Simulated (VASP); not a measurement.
Here is the system:

```yaml
crystal:
  lattice:
    - [2.78189, 0.00000, 0.00000]
    - [0.00000, 2.78189, 0.00000]
    - [0.00000, 0.00000, 2.78189]
  atoms:
    - { symbol: Al, position: [0.50000, 0.50000, 0.50000] }
    - { symbol: Fe, position: [0.00000, 0.00000, 0.00000] }
```

Level of theory: revTPSS meta-GGA, VASP's PBE PAW potentials (set 64) (plane waves; VASP). Settings: 520 eV cut-off, 13×13×13 Γ-centred mesh, first-order Methfessel-Paxton smearing of 0.10 eV, potentials Al Fe.

### Question
What does the run give for the energy per atom (σ→0), pressure, band gap (on the k-mesh) with the smallest direct gap where there is one?

### Answer

```yaml
band gap (on the k-mesh): none (metal, semimetal or under 0.01 eV)
energy per atom (σ→0): -5.816 eV/atom
pressure: 13.98 GPa
```

Only differences to runs with the same potentials and settings are physical.

The compound is FeAl in the CsCl type structure. This cell is one point of a volume scan, at 0.94 of the reference volume. The run is not spin-polarised, so no magnetic state was tried. The electron count is odd and the run is not spin-polarised, which forces a metal.
